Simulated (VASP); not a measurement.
An input for Quantum ESPRESSO's pw.x (written as the equivalent of a VASP run, and not itself run):

```
&CONTROL
  calculation = 'scf'
  pseudo_dir = './pseudo'
  outdir = './out'
  tprnfor = .true.
  tstress = .true.
/
&SYSTEM
  ibrav = 0
  nat = 4
  ntyp = 2
  ecutwfc = 82
  occupations = 'smearing'
  smearing = 'methfessel-paxton'
  degauss = 0.00735
  input_dft = 'pbe'
/
&ELECTRONS
  conv_thr = 7.3e-08
  electron_maxstep = 100
/
ATOMIC_SPECIES
  Hf 178.490 Hf.upf
  Pd 106.420 Pd.upf
CELL_PARAMETERS angstrom
     1.6404650   -5.1490350    0.0000000
     1.6404650    5.1490350    0.0000000
     0.0000000    0.0000000    4.3485000
ATOMIC_POSITIONS crystal
  Hf   0.8574900  0.1425100  0.7500000
  Hf   0.1425100  0.8574900  0.2500000
  Pd   0.5891500  0.4108500  0.7500000
  Pd   0.4108500  0.5891500  0.2500000
K_POINTS automatic
  7 7 6 0 0 0
```

Problem. Translate this input to VASP (INCAR, KPOINTS, POSCAR, choice of POTCAR).

Solution. One answer among several that fit: 
POSCAR:
```
HfPd
1.0
  1.6404650000  -5.1490350000   0.0000000000
  1.6404650000   5.1490350000   0.0000000000
  0.0000000000   0.0000000000   4.3485000000
Hf Pd
2 2
direct
  0.8574900000   0.1425100000   0.7500000000
  0.1425100000   0.8574900000   0.2500000000
  0.5891500000   0.4108500000   0.7500000000
  0.4108500000   0.5891500000   0.2500000000
```

File KPOINTS:
```
Automatic mesh
0
Gamma
7 7 6
0 0 0
```

INCAR:
```
ISMEAR = 1   ! Methfessel-Paxton
LCHARG = .FALSE.
EDIFF = 1E-6   ! SCF stop (eV)
LMAXMIX = 6   ! l cut-off of mixed one-centre charges
LASPH = .TRUE.   ! aspherical one-centre terms
SIGMA = 0.1   ! width (eV)
PREC = Accurate
GGA = PE
ALGO = Normal
LREAL = .FALSE.
SYSTEM = HfPd
ENCUT = 400   ! plane-wave cut-off (eV)
NELM = 100
LWAVE = .FALSE.
ISIF = 2   ! forces and stress, cell fixed
```

POTCAR, in this order: Hf_pv Pd (PBE.64 set). Program: vasp_std.

The two are equivalent in intent, not identical: the potentials are each code's own (VASP's PAW set, PseudoDojo norm-conserving files in pw.x), so ENCUT and ecutwfc are chosen apart and not converted; conv_thr bounds pw.x's estimated SCF error, while EDIFF bounds the energy change between steps.

The structure comes from a computed database's HfPd entry (Cmcm); how it stands against other phases isn't given here. The cell was not relaxed at this level.
